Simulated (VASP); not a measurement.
Given:

```yaml
crystal:
  lattice:
    - [1.78291, -3.08810, 0.00000]
    - [1.78291, 3.08810, 0.00000]
    - [0.00000, 0.00000, 4.82326]
  atoms:
    - { symbol: Pt, position: [0.00000, 0.00000, 0.00000] }
    - { symbol: S, position: [0.33333, 0.66667, 0.24838] }
    - { symbol: S, position: [0.66667, 0.33333, 0.75162] }
```

Level of theory: PBEsol GGA with spin-orbit coupling, VASP's PBE PAW potentials (set 64) (plane waves; VASP). Settings: 400 eV cut-off, 7×7×4 Γ-centred mesh, Gaussian smearing of 0.050 eV, potentials Pt S.

Without a dispersion term in the relaxation, distances and binding between the weakly bound layers, chains or molecules are unreliable, and so is what depends on them.

### Question
Give the energies of bands 15 to 28 at the high-symmetry points, in eV from the valence-band maximum.

### Answer

| band | Γ | M | K | A | L | H |
|---|---|---|---|---|---|---|
| 15 | -2.23 | -3.85 | -3.92 | -3.07 | -3.38 | -4.30 |
| 16 | -2.23 | -3.85 | -3.92 | -3.07 | -3.38 | -4.30 |
| 17 | -1.56 | -3.65 | -2.88 | -1.91 | -3.16 | -3.71 |
| 18 | -1.56 | -3.65 | -2.88 | -1.91 | -3.16 | -3.71 |
| 19 | -1.30 | -3.20 | -1.89 | -1.70 | -2.82 | -2.39 |
| 20 | -1.30 | -3.20 | -1.89 | -1.70 | -2.82 | -2.39 |
| 21 | 0.00 | -2.61 | -1.63 | -1.32 | -1.51 | -2.17 |
| 22 | 0.00 | -2.61 | -1.63 | -1.32 | -1.51 | -2.17 |
| 23 | 1.47 | 1.07 | 0.31 | 2.30 | 1.19 | 2.02 |
| 24 | 1.47 | 1.07 | 0.31 | 2.30 | 1.19 | 2.02 |
| 25 | 1.75 | 2.42 | 0.54 | 2.56 | 1.90 | 2.03 |
| 26 | 1.75 | 2.42 | 0.54 | 2.56 | 1.90 | 2.03 |
| 27 | 3.87 | 5.24 | 4.71 | 5.05 | 4.91 | 6.80 |
| 28 | 3.87 | 5.24 | 4.71 | 5.05 | 4.91 | 6.80 |

The gap is indirect, 0.30 eV, from the valence maximum at Γ to the conduction minimum at (0.00, 0.29, 0.25).

The compound is PtS2 in the 1T layered structure. It was relaxed first.
